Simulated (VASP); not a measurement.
These are PBE GGA, VASP's PBE PAW potentials (set 64) (plane waves; VASP 6.6.1) values and carry that method's errors.

VASP input:

### INCAR
```
SYSTEM = GaAs
PREC = Accurate
ENCUT = 520
EDIFF = 1E-6
NELM = 100
ALGO = Normal
LREAL = .FALSE.
LASPH = .TRUE.
ISMEAR = 0
SIGMA = 0.05
GGA = PE
LMAXMIX = 4
LWAVE = .FALSE.
LCHARG = .FALSE.
ICHARG = 11
```

KPOINTS:
```
k-points along high-symmetry lines
15
Line-mode
Reciprocal
  0.000000   0.000000   0.000000 ! GAMMA
 -0.500000  -0.500000   0.000000 ! X

 -0.500000  -0.500000   0.000000 ! X
 -0.375000  -0.375000   0.250000 ! U

 -0.375000   0.000000   0.375000 ! K
  0.000000   0.000000   0.000000 ! GAMMA

  0.000000   0.000000   0.000000 ! GAMMA
  0.000000   0.000000   0.500000 ! L

  0.000000   0.000000   0.500000 ! L
 -0.500000  -0.250000   0.250000 ! W

 -0.500000  -0.250000   0.250000 ! W
 -0.500000  -0.500000   0.000000 ! X
```

File POSCAR:
```
GaAs
1
    0.0000000000     2.8739525417     2.8739525417
    2.8739525417     0.0000000000     2.8739525417
    2.8739525417     2.8739525417     0.0000000000
Ga As
1 1
Direct
  0.0000000000   0.0000000000   0.0000000000
  0.2500000000   0.2500000000   0.2500000000
```

POTCAR, in this order: Ga_d As (PBE.64 set). Program: vasp_std. Read from the step before: CHGCAR.

What VASP printed:

File OSZICAR:
```
       N       E                     dE             d eps       ncg     rms          rms(c)
DAV:   1     0.799335442869E+02    0.79934E+02   -0.92733E+03  2396   0.188E+03
DAV:   2    -0.351179944584E+00   -0.80285E+02   -0.77263E+02  2520   0.325E+02
DAV:   3    -0.666746621192E+01   -0.63163E+01   -0.62359E+01  2975   0.742E+01
DAV:   4    -0.677944100686E+01   -0.11197E+00   -0.11174E+00  2718   0.108E+01
DAV:   5    -0.678134370351E+01   -0.19027E-02   -0.19026E-02  2948   0.124E+00
DAV:   6    -0.678141164017E+01   -0.67937E-04   -0.67936E-04  3163   0.205E-01
DAV:   7    -0.678141256521E+01   -0.92505E-06   -0.92503E-06  2694   0.183E-02
   1 F= -.67814126E+01 E0= -.67812468E+01  d E =-.331439E-03
```

### OUTCAR
```
 val. band max:        3.4824898037   @ k =   0.0000   0.0000   0.0000

 cond. band min:       3.6345018815   @ k =   0.0000   0.0000   0.0000



 k-point     1 :       0.0000    0.0000    0.0000
  band No.  band energies     occupation
      1     -11.2490      2.00000
      2     -11.2490      2.00000
      3     -11.2490      2.00000
      4     -11.1814      2.00000
      5     -11.1814      2.00000
      6      -8.8985      2.00000
      7       3.4825      1.98297
      8       3.4825      1.98297
      9       3.4825      1.98297
     10       3.6345      0.05569
     11       7.1943      0.00000
     12       7.1943      0.00000
     13       7.1943      0.00000

 k-point     2 :      -0.0357   -0.0357    0.0000
  band No.  band energies     occupation
      1     -11.2505      2.00000
      2     -11.2485      2.00000
      3     -11.2485      2.00000
      4     -11.1816      2.00000
      5     -11.1813      2.00000
      6      -8.8798      2.00000
      7       2.9365      2.00000
      8       3.4205      1.99997
      9       3.4205      1.99997
     10       4.1773      0.00000
     11       7.1229      0.00000
     12       7.2802      0.00000
     13       7.2802      0.00000

 k-point     3 :      -0.0714   -0.0714    0.0000
  band No.  band energies     occupation
      1     -11.2549      2.00000
      2     -11.2471      2.00000
      3     -11.2471      2.00000
      4     -11.1822      2.00000
      5     -11.1809      2.00000
      6      -8.8239      2.00000
      7       2.3252      2.00000
      8       3.2510      2.00000
      9       3.2510      2.00000
     10       4.7732      0.00000
     11       6.9358      0.00000
     12       7.5210      0.00000
     13       7.5210      0.00000

 k-point     4 :      -0.1071   -0.1071    0.0000
  band No.  band energies     occupation
      1     -11.2617      2.00000
      2     -11.2447      2.00000
      3     -11.2447      2.00000
      4     -11.1832      2.00000
...
```

The density is held fixed in this step, so its total energy and stress have no physical meaning.

The compound is GaAs in the zinc blende structure. It was relaxed first, which changed the volume by +5 %.
